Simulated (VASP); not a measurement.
Write the native input for VASP 6.6.1 that does the following.

* Task: single point
* Functional: PBE
* Potentials or basis: VASP PAW PBE potentials, release 64 (Be, Li_sv)
* Cutoff: 520 eV
* k mesh: 5 × 5 × 1
* Occupations: gaussian, width 0.1 eV
* Spin: no spin polarisation
* Dipole correction: no
* Further INCAR settings: LREAL = Auto; ALGO = Fast; EDIFF = 1e-06; NBANDS = 32

The structure of LiBe16 lies in POSCAR:

```
LiBe16
1.0
    4.5800000000      0.0000000000      0.0000000000
    2.2900000000      3.9663960000      0.0000000000
    0.0000000000      0.0000000000     18.3826450000
Be Li
16 1
Direct
   -0.1666666667      0.3333333333      0.0543990813
    0.3333333333      0.3333333333      0.0543990813
   -0.1666666667      0.8333333333      0.0543990813
    0.3333333333      0.8333333333      0.0543990813
   -0.0003814995     -0.0003413678      0.1561043038
    0.5011463171     -0.0009179618      0.1558008654
   -0.0009311381      0.5011330185      0.1558300234
    0.5003277890      0.5002924569      0.1545768849
   -0.1638116562      0.3317298626      0.2553643940
    0.3331906451      0.3331361770      0.2542660210
   -0.1665380139      0.8333113991      0.2573997920
    0.3316651897      0.8362508433      0.2553752738
   -0.0006206106     -0.0004696959      0.3603080514
    0.4986665109      0.0010866288      0.3574635750
    0.0012081833      0.4986050309      0.3577755541
    0.5013986045      0.5017744068      0.3476257633
    0.4274841423      0.4148282219      0.4631809514
```

The cell was built by a generator and needn't be a form met in nature.

These files were run (other wordings do the same):

INCAR

```
SYSTEM = LiBe16
ALGO = Fast
EDIFF = 1E-6
ENCUT = 520
GGA = PE
ISIF = 2
ISMEAR = 0
LASPH = .True.
LCHARG = .True.
LELF = .True.
LREAL = Auto
LVHAR = .True.
LWAVE = .False.
NBANDS = 32
NELM = 100
PREC = Accurate
SIGMA = 0.1
```

KPOINTS

```
k-points
0
Gamma
  5 5 1
  0 0 0
```

Potentials or basis: VASP PAW PBE potentials, release 64 (Be, Li_sv).

Command:

```bash
$ cat potpaw_PBE.64/Be/POTCAR potpaw_PBE.64/Li_sv/POTCAR > POTCAR
$ mpirun -np 1 vasp_std > vasp.out
```

It gave:

| Quantity | Value |
| --- | --- |
| Largest force | 0.069 eV/Å |
| Band gap on the k mesh | none (metal or under the smearing width) |

Wall time 4.8 min on 1 thread of Intel(R) Xeon(R) Platinum 8488C (Sapphire Rapids), with other jobs on the host, peak memory 0.44 GiB.
